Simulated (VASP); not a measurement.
```
CSi
1.0
    0.00000     2.22586     2.22586
    2.22586     0.00000     2.22586
    2.22586     2.22586     0.00000
Si C
1 1
Cartesian
  0.00000   0.00000   0.00000
  1.11293   1.11293   1.11293
```

These are PBE GGA with D3 dispersion (zero damping), VASP's PBE PAW potentials (set 64) (plane waves; VASP 6.6.1) values and carry that method's errors. Settings: 520 eV cut-off, 10×10×10 Γ-centred mesh, Gaussian smearing of 0.050 eV, potentials Si C.

**Question.** What does the run give for the energy per atom (σ→0), pressure, band gap (on the k-mesh) with the smallest direct gap where there is one?

**Answer.** 
```yaml
band gap (on the k-mesh): 1.41 eV
smallest direct gap (on the k-mesh): 4.47 eV
energy per atom (σ→0): -7.652 eV/atom
pressure: -11.31 GPa
```

Total energies compare only between runs with the same potentials, cut-off and functional.

The compound is SiC in the zinc blende structure. This cell is one point of a volume scan, at 1.06 of the reference volume.
